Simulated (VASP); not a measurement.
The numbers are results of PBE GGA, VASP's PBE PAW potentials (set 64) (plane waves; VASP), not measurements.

VASP ran on this input.

KPOINTS:
```
Automatic mesh
0
Gamma
7 7 7
0 0 0
```

### POSCAR
```
BaTiO3
1.0
  3.9900000000   0.0000000000   0.0000000000
  0.0000000000   3.9900000000   0.0000000000
  0.0000000000   0.0000000000   4.0400000000
Ba Ti O
1 1 3
Cartesian
  0.0000000000   0.0000000000   0.0000000000
  1.9950000000   1.9950000000   2.0725200000
  1.9950000000   1.9950000000   3.9470800000
  0.0000000000   1.9950000000   1.9674800000
  1.9950000000   0.0000000000   1.9674800000
```

INCAR:
```
# general
SYSTEM   =  BaTiO3
PREC     =  Accurate
ENCUT    =  400
LREAL    =  F   # projection in real space or not
LASPH    =  T   # aspherical one-centre terms

# electronic loop
EDIFF    =  1E-6   # SCF stop (eV)
NELM     =  100
ALGO     =  Normal   # blocked Davidson
LMAXMIX  =  4

# smearing
ISMEAR   =  -1
SIGMA    =  0.05   # width (eV)

# functional
GGA      =  PE   # PBE

# ions
ISIF     =  2

# output
LWAVE    =  F
LCHARG   =  F
```

**KPOINTS_OPT**
```
k-points along high-symmetry lines
6
Line-mode
Reciprocal
  0.000000   0.000000   0.000000 ! GAMMA
  0.000000   0.500000   0.000000 ! X

  0.000000   0.500000   0.000000 ! X
  0.500000   0.500000   0.000000 ! M

  0.500000   0.500000   0.000000 ! M
  0.000000   0.000000   0.000000 ! GAMMA

  0.000000   0.000000   0.000000 ! GAMMA
  0.000000   0.000000   0.500000 ! Z

  0.000000   0.000000   0.500000 ! Z
  0.000000   0.500000   0.500000 ! R

  0.000000   0.500000   0.500000 ! R
  0.500000   0.500000   0.500000 ! A

  0.500000   0.500000   0.500000 ! A
  0.000000   0.000000   0.500000 ! Z

  0.000000   0.500000   0.000000 ! X
  0.000000   0.500000   0.500000 ! R

  0.500000   0.500000   0.000000 ! M
  0.500000   0.500000   0.500000 ! A
```

POTCAR, in this order: Ba_sv Ti_sv O (PBE.64 set). Program: vasp_std.

What will the output report for the number of irreducible k-points (NKPTS), largest plane-wave count, number of space-group operations, FFT grid (NGX, NGY, NGZ)?

| Quantity | Value |
|---|---|
| number of irreducible k-points (NKPTS) | 40 |
| largest plane-wave count | 1189 |
| number of space-group operations | 8 |
| FFT grid (NGX, NGY, NGZ) | 28 × 28 × 28 |

The structure is a typed BaTiO3 crystal. The cell was not relaxed at this level.
